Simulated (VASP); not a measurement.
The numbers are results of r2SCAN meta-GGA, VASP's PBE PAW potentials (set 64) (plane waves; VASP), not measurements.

Input for VASP

File POSCAR:
```
ErSi2
1
    4.0433533276    -0.0000000000    -0.0000000000
   -2.0216766638     3.5016466833     0.0000000000
   -0.0000000000    -0.0000000000     3.8942707362
Er Si
1 2
Direct
  0.0000000000   0.0000000000   0.0000000000
  0.6666670000   0.3333330000   0.5000000000
  0.3333330000   0.6666670000   0.5000000000
```

**KPOINTS**
```
Automatic mesh
0
Gamma
8 8 7
0 0 0
```

INCAR:
```
# general
SYSTEM =ErSi2
PREC   =Accurate
ENCUT  =400   # plane-wave cut-off (eV)
LREAL  =.FALSE.
LASPH  =.TRUE.   # aspherical one-centre terms

# electronic loop
EDIFF  =1E-8
NELM   =100   # most electronic steps
ALGO   =Normal   # blocked Davidson
LMAXMIX=6   # l cut-off of mixed one-centre charges
LMIXTAU=.TRUE.

# smearing
ISMEAR =1   # Methfessel-Paxton
SIGMA  =0.1   # width (eV)

# functional
METAGGA=R2SCAN

# ions
IBRION =1
NSW    =30   # most ionic steps
ISIF   =2   # forces and stress, cell fixed
EDIFFG =-0.001

# output
LWAVE  =.FALSE.
LCHARG =.FALSE.
```

POTCAR, in this order: Er_3 Si (PBE.64 set). Program: vasp_std.

Task: What will the output report for the number of irreducible k-points (NKPTS), largest plane-wave count, number of space-group operations, FFT grid (NGX, NGY, NGZ)?

Result: 
```yaml
number of irreducible k-points (NKPTS): 40
largest_plane_wave_count: 1021
number_of_space_group_operations: 24
FFT grid (NGX, NGY, NGZ): 28 × 28 × 28
```

The structure comes from a computed database's ErSi2 entry (P6/mmm); how it stands against other phases isn't given here. It was relaxed first. The start is the result of an earlier pass. The electron count is odd and the run is not spin-polarised, which forces a metal. The 4f electrons are frozen in the core of the lanthanide potential, so 4f levels, which can set the real gap, and their magnetism are missing.
